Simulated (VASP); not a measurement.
Consider the following.

```
CoSi2
1.0
    0.00000     2.65651     2.65651
    2.65651     0.00000     2.65651
    2.65651     2.65651     0.00000
Co Si
1 2
Cartesian
  0.00000   0.00000   0.00000
  1.32826   1.32826   1.32826
  3.98477   3.98477   3.98477
```

The numbers are results of vdW-DF2, VASP's PBE PAW potentials (set 64) (plane waves; VASP), not measurements. Settings: 520 eV cut-off, 9×9×9 Γ-centred mesh, first-order Methfessel-Paxton smearing of 0.10 eV, potentials Co Si.

Energy and stress use the plane-wave basis of the starting cell.

**Question.** The ions, cell shape and volume are relaxed. What does this cell relax into?

**Answer.** 
```
CoSi2
1.0
    0.00000     2.73660     2.73660
    2.73660     0.00000     2.73660
    2.73660     2.73660     0.00000
Co Si
1 2
Direct
  0.00000   0.00000   0.00000
  0.25000   0.25000   0.25000
  0.75000   0.75000   0.75000
```
Space group Fm-3m (225), at a tolerance of 0.03 Å.

**Question.** How do energy and volume change from the first to the last step?

**Answer.** The energy (σ→0) changes by -49.4 meV/atom and the volume by +9.3 %, in 3 ionic steps.

| step | E(σ→0) (eV) | max force (eV/Å) | pressure (GPa) | volume (Å³) |
|---|---|---|---|---|
| 1 | -11.4397 | 0.000 | 15.01 | 37.49 |
| 2 | -11.5010 | 0.000 | -7.55 | 44.22 |
| 3 | -11.5878 | 0.000 | -0.23 | 40.99 |

The compound is CoSi2 in the fluorite structure. This run relaxes it. Symmetry was kept, so distortions that lower it aren't found. The run is not spin-polarised, so no magnetic state was tried. The electron count is odd and the run is not spin-polarised, which forces a metal.
